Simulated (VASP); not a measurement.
Calculation: G0W0 on PBE orbitals, VASP's PBE PAW potentials (set 64) (plane waves; VASP).

VASP ran on this input.

**KPOINTS**
```
Automatic mesh
0
Gamma
5 5 5
0 0 0
```

### POSCAR
```
ZnSe
1
    0.0000000000     2.8324450000     2.8324450000
    2.8324450000     0.0000000000     2.8324450000
    2.8324450000     2.8324450000     0.0000000000
Zn Se
1 1
Direct
  0.0000000000   0.0000000000   0.0000000000
  0.7500000000   0.7500000000   0.7500000000
```

INCAR:
```
SYSTEM = ZnSe
PREC = Normal; ENCUT = 500; LREAL = F
LASPH = T; NBANDS = 96
ALGO = EVGW0
ISMEAR = 0; SIGMA = 0.01
GGA = PE
LWAVE = T; LCHARG = F
ENCUTGW = 170; NELMGW = 1; NOMEGA = 64
NBANDSGW = 23; LSPECTRALGW = T
```

POTCAR, in this order: Zn_sv_GW Se_GW (PBE.64 set). Program: vasp_std. Read from the step before: W*.

Output of the run:

**OSZICAR**
```
energies w=
    0.000    0.000    1.322    0.000    2.642    0.000    3.956    0.000
    5.262    0.000    6.559    0.000    7.843    0.000    9.113    0.000
   10.369    0.000   11.609    0.000   12.833    0.000   14.040    0.000
   15.232    0.000   16.408    0.000   17.569    0.000   18.717    0.000
   19.853    0.000   20.977    0.000   22.092    0.000   23.200    0.000
   24.302    0.000   25.399    0.000   26.496    0.000   27.592    0.000
   28.691    0.000   29.796    0.000   30.908    0.000   32.031    0.000
   33.167    0.000   34.319    0.000   35.492    0.000   36.687    0.000
   37.910    0.000   39.165    0.000   40.456    0.000   41.788    0.000
   43.166    0.000   44.599    0.000   46.091    0.000   47.652    0.000
   49.291    0.000   51.017    0.000   52.844    0.000   54.784    0.000
   56.854    0.000   59.072    0.000   61.461    0.000   64.047    0.000
   66.862    0.000   69.943    0.000   73.337    0.000   77.100    0.000
   81.304    0.000   86.037    0.000   91.413    0.000   97.579    0.000
  104.730    0.000  113.127    0.000  123.130    0.000  135.251    0.000
  150.237    0.000  169.233    0.000  194.074    0.000  227.909    0.000
NQ=   1    0.0000    0.0000    0.0000,
 performed        313000 updates of chi_q(r,r)
NQ=   2    0.2000    0.0000    0.0000,
 performed        816000 updates of chi_q(r,r)
NQ=   3    0.4000    0.0000    0.0000,
 performed       1319000 updates of chi_q(r,r)
NQ=   4    0.2000    0.2000    0.0000,
 performed       1822000 updates of chi_q(r,r)
NQ=   5    0.4000    0.2000    0.0000,
 performed       2537000 updates of chi_q(r,r)
NQ=   6   -0.4000    0.2000    0.0000,
 performed       3252000 updates of chi_q(r,r)
NQ=   7   -0.2000    0.2000    0.0000,
 performed       3897000 updates of chi_q(r,r)
NQ=   8    0.4000    0.4000    0.0000,
 performed       4400000 updates of chi_q(r,r)
NQ=   9   -0.4000    0.4000    0.0000,
 performed       5045000 updates of chi_q(r,r)
NQ=  10   -0.4000    0.4000    0.2000,
 performed       5831000 updates of chi_q(r,r)
 resolving degeneracies of screened two electron integrals
```

File OUTCAR:
```


 k-point   1 :       0.0000    0.0000    0.0000
  band No.  KS-energies  QP-energies   sigma(KS)   V_xc(KS)     V^pw_x(r,r')   Z            occupation Imag(sigma)

      1    -122.6032    -133.8091     -55.2133     -38.6749     -68.8785       0.6776       2.0000       2.5486
      2     -76.7929     -84.9495     -48.9808     -37.6072     -61.3254       0.7171       2.0000       3.1628
      3     -76.7929     -84.9495     -48.9808     -37.6072     -61.3254       0.7171       2.0000       3.1628
      4     -76.7929     -84.9495     -48.9808     -37.6072     -61.3254       0.7171       2.0000       3.1628
      5     -10.6707     -11.7914     -13.9685     -12.4481     -19.9874       0.7371       2.0000       1.9778
      6      -3.9491      -5.7515     -31.9505     -29.4071     -40.5703       0.7087       2.0000       0.9990
      7      -3.9491      -5.7515     -31.9505     -29.4071     -40.5703       0.7087       2.0000       0.9990
      8      -3.9491      -5.7515     -31.9505     -29.4071     -40.5703       0.7087       2.0000       0.9990
      9      -3.5782      -5.4380     -33.8242     -31.2074     -42.7655       0.7107       2.0000       0.9539
     10      -3.5782      -5.4380     -33.8242     -31.2074     -42.7655       0.7107       2.0000       0.9539
     11       2.6000       1.8062     -15.9651     -14.9570     -17.9407       0.7875       2.0000       0.3641
     12       2.6000       1.8062     -15.9651     -14.9570     -17.9407       0.7875       2.0000       0.3641
     13       2.6000       1.8062     -15.9651     -14.9570     -17.9407       0.7875       2.0000       0.3641
     14       3.8738       4.5399     -10.2597     -11.0814      -6.9658       0.8108       0.0000      -0.3254
     15       8.3923       9.0280      -9.6443     -10.4314      -5.7489       0.8077       0.0000      -0.4818
     16       8.3923       9.0280      -9.6443     -10.4314      -5.7489       0.8077       0.0000      -0.4818
     17       8.3923       9.0280      -9.6443     -10.4314      -5.7489       0.8077       0.0000      -0.4818
     18      12.5198      13.1482      -8.2564      -9.0274      -3.4496       0.8149       0.0000      -0.7776
     19      14.0452      14.7667     -10.1023     -10.9931      -5.6968       0.8099       0.0000      -0.7296
     20      14.0452      14.7667     -10.1023     -10.9931      -5.6968       0.8099       0.0000      -0.7296
     21      15.6435      16.0696      -7.4254      -7.9437      -2.6139       0.8222       0.0000      -0.9376
     22      15.6435      16.0696      -7.4254      -7.9437      -2.6139       0.8222       0.0000      -0.9376
     23      15.6435      16.0696      -7.4254      -7.9437      -2.6139       0.8222       0.0000      -0.9376

 k-point   2 :       0.2000    0.0000    0.0000
  band No.  KS-energies  QP-energies   sigma(KS)   V_xc(KS)     V^pw_x(r,r')   Z            occupation Imag(sigma)

      1    -122.6032    -133.8282     -55.2135     -38.6749     -68.8786       0.6787       2.0000       2.5484
      2     -76.7932     -84.8144     -48.9803     -37.6070     -61.3250       0.7053       2.0000       3.1626
      3     -76.7932     -84.8144     -48.9803     -37.6070     -61.3250       0.7053       2.0000       3.1626
      4     -76.7932     -84.8144     -48.9803     -37.6070     -61.3250       0.7053       2.0000       3.1626
      5     -10.4248     -11.5247     -14.1206     -12.6290     -20.0779       0.7374       2.0000       1.9258
      6      -3.9206      -5.7049     -31.1834     -28.6763     -39.5875       0.7117       2.0000       0.9951
      7      -3.9133      -5.7206     -32.0993     -29.5520     -40.7425       0.7095       2.0000       0.9962
      8      -3.9133      -5.7206     -32.0993     -29.5520     -40.7425       0.7095       2.0000       0.9962
      9      -3.5799      -5.4376     -33.8097     -31.1937     -42.7518       0.7101       2.0000       0.9551
     10      -3.5799      -5.4376     -33.8097     -31.1937     -42.7518       0.7101       2.0000       0.9551
     11       0.2211      -0.6864     -15.5617     -14.4004     -18.0256       0.7814       2.0000       0.4915
     12       2.2573       1.4332     -15.5853     -14.5398     -17.5808       0.7882       2.0000       0.3794
     13       2.2573       1.4332     -15.5853     -14.5398     -17.5808       0.7882       2.0000       0.3794
     14       5.2685       5.9335     -10.4387     -11.2643      -7.0224       0.8054       0.0000      -0.3631
     15       8.6763       9.2850      -9.8585     -10.6131      -5.9447       0.8067       0.0000      -0.5102
     16       8.9058       9.5678      -9.7917     -10.6132      -5.8003       0.8059       0.0000      -0.5134
     17       8.9058       9.5678      -9.7917     -10.6132      -5.8003       0.8059       0.0000      -0.5134
     18      12.9644      13.5327      -9.2976      -9.9969      -5.0058       0.8126       0.0000      -0.6856
     19      12.9644      13.5327      -9.2976      -9.9969      -5.0058       0.8126       0.0000      -0.6856
     20      13.5472      13.9890      -7.5303      -8.0709      -2.8114       0.8173       0.0000      -0.8118
     21      15.6072      16.2432      -8.3345      -9.1103      -3.4036       0.8197       0.0000      -0.9542
     22      18.5487      19.2086      -8.2633      -9.0634      -3.1835       0.8249       0.0000      -1.1375
     23      18.5487      19.2086      -8.2633      -9.0634      -3.1835       0.8249       0.0000      -1.1375

 k-point   3 :       0.4000    0.0000    0.0000
  band No.  KS-energies  QP-energies   sigma(KS)   V_xc(KS)     V^pw_x(r,r')   Z            occupation Imag(sigma)

      1    -122.6031    -133.9631     -55.2134     -38.6749     -68.8784       0.6869       2.0000       2.5481
      2     -76.7929     -84.9459     -48.9800     -37.6070     -61.3246       0.7169       2.0000       3.1622
      3     -76.7929     -84.9459     -48.9800     -37.6070     -61.3246       0.7169       2.0000       3.1622
      4     -76.7929     -84.9459     -48.9800     -37.6070     -61.3246       0.7169       2.0000       3.1622
      5      -9.9648     -11.0204     -14.5102     -13.0760     -20.3707       0.7361       2.0000       1.8239
      6      -3.8672      -5.6816     -32.2879     -29.7343     -40.9591       0.7106       2.0000       0.9912
      7      -3.8672      -5.6816     -32.2879     -29.7343     -40.9591       0.7106       2.0000       0.9912
      8      -3.6305      -5.4043     -30.6067     -28.1484     -38.7564       0.7215       2.0000       0.9737
      9      -3.5647      -5.4299     -33.8890     -31.2728     -42.8533       0.7129       2.0000       0.9575
     10      -3.5647      -5.4299     -33.8890     -31.2728     -42.8533       0.7129       2.0000       0.9575
     11      -2.1281      -3.3106     -15.5400     -14.0095     -18.9960       0.7726       2.0000       0.7468
     12       1.7986       0.9350     -15.1014     -14.0020     -17.1464       0.7856       2.0000       0.4051
     13       1.7986       0.9350     -15.1014     -14.0020     -17.1464       0.7856       2.0000       0.4051
     14       5.1849       5.8442     -10.2206     -11.0359      -6.7697       0.8086       0.0000      -0.3665
     15       9.0207       9.6234      -9.6622     -10.4089      -5.7380       0.8072       0.0000      -0.5130
     16       9.0207       9.6234      -9.6622     -10.4089      -5.7380       0.8072       0.0000      -0.5130
     17      10.8338      11.3913      -9.0807      -9.7736      -4.6400       0.8045       0.0000      -0.7011
     18      13.1128      13.6264      -7.8801      -8.5094      -3.1859       0.8162       0.0000      -0.7848
     19      14.4812      15.1907      -9.4660     -10.3392      -4.7742       0.8127       0.0000      -0.8393
     20      14.4812      15.1907      -9.4660     -10.3392      -4.7742       0.8127       0.0000      -0.8393
     21      17.7508      18.8011      -9.5987     -10.8798      -4.2753       0.8198       0.0000      -1.2091
     22      18.6832      19.5656      -9.5688     -10.6404      -4.3290       0.8234       0.0000      -1.2358
     23      18.6832      19.5656      -9.5688     -10.6404      -4.3290       0.8234       0.0000      -1.2358

 k-point   4 :       0.2000    0.2000    0.0000
  band No.  KS-energies  QP-energies   sigma(KS)   V_xc(KS)     V^pw_x(r,r')   Z            occupation Imag(sigma)

      1    -122.6032    -133.7999     -55.2135     -38.6749     -68.8786       0.6770       2.0000       2.5483
      2     -76.7932     -84.7963     -48.9802     -37.6070     -61.3249       0.7037       2.0000       3.1626
      3     -76.7932     -84.7963     -48.9802     -37.6070     -61.3249       0.7037       2.0000       3.1626
      4     -76.7932     -84.7963     -48.9802     -37.6070     -61.3249       0.7037       2.0000       3.1626
      5     -10.3424     -11.4358     -14.1735     -12.6915     -20.1107       0.7378       2.0000       1.9087
      6      -3.9634      -5.7387     -30.8261     -28.3327     -39.1508       0.7120       2.0000       0.9974
      7      -3.8752      -5.6868     -32.2356     -29.6849     -40.8998       0.7102       2.0000       0.9939
      8      -3.8752      -5.6868     -32.2356     -29.6849     -40.8998       0.7102       2.0000       0.9939
      9      -3.6016      -5.4530     -33.6661     -31.0547     -42.5828       0.7090       2.0000       0.9574
     10      -3.5620      -5.4283     -33.8956     -31.2778     -42.8533       0.7129       2.0000       0.9541
     11       0.3133      -0.5513     -16.0879     -14.9811     -18.5638       0.7812       2.0000       0.4801
     12       1.6820       0.8081     -15.0549     -13.9427     -17.1189       0.7858       2.0000       0.4090
     13       1.6820       0.8081     -15.0549     -13.9427     -17.1189       0.7858       2.0000       0.4090
     14       6.2424       6.9546     -11.0915     -11.9781      -7.5974       0.8033       0.0000      -0.3997
     15       6.9656       7.4566      -9.1122      -9.7156      -5.4703       0.8136       0.0000      -0.4249
     16       9.9288      10.6532     -10.1080     -11.0098      -5.9240       0.8033       0.0000      -0.5807
     17       9.9288      10.6532     -10.1080     -11.0098      -5.9240       0.8033       0.0000      -0.5807
     18      11.0310      11.4506      -8.7962      -9.3113      -4.7779       0.8145       0.0000      -0.5882
     19      14.5975      15.3368      -9.8784     -10.7907      -5.3376       0.8104       0.0000      -0.7751
     20      15.3133      16.0946      -8.8316      -9.7890      -3.7683       0.8160       0.0000      -0.9685
     21      17.0565      17.5441      -7.6015      -8.1924      -2.6980       0.8252       0.0000      -1.0291
     22      17.0565      17.5441      -7.6015      -8.1924      -2.6980       0.8252       0.0000      -1.0291
     23      17.4966      17.9526      -7.6301      -8.1830      -2.8252       0.8249       0.0000      -0.9866

...
```
(Selected blocks of OUTCAR.)

The mesh is coarse and the basis finite, so the quasiparticle values are not converged. VASP warned that its frequency grid is unfit for quasiparticle energies.

The structure comes from a computed database's ZnSe entry (F-43m); how it stands against other phases isn't given here. The cell was not relaxed at this level.
